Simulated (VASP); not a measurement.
Given:

```xyz
3
Lattice="0.0000 2.9484 2.9484 2.9484 0.0000 2.9484 2.9484 2.9484 0.0000" Properties=species:S:1:pos:R:3 pbc="T T T"
Pb     5.8967     2.9484     2.9484
F      1.4742     1.4742     1.4742
F      4.4225     4.4225     4.4225
```

All values below come from r2SCAN+rVV10, VASP's PBE PAW potentials (set 64) (plane waves; VASP). Run with 520 eV cut-off, 7×7×7 Γ-centred mesh, tetrahedra with Blöchl corrections, potentials Pb_d F.

Unless said otherwise, spin-orbit coupling is left out, though it shifts the bands of the heavy elements here.

**Question.** What does the run give for the energy per atom (σ→0), band gap (over mesh and band path) with the smallest direct gap where there is one?

**Answer.** 
```json
{
  "band gap (over mesh and band path)": "4.88 eV",
  "smallest direct gap (over mesh and band path)": "5.03 eV",
  "energy per atom (σ→0)": "-23085 meV/atom"
}
```

The compound is PbF2 in the fluorite structure, the β form. It was relaxed first.
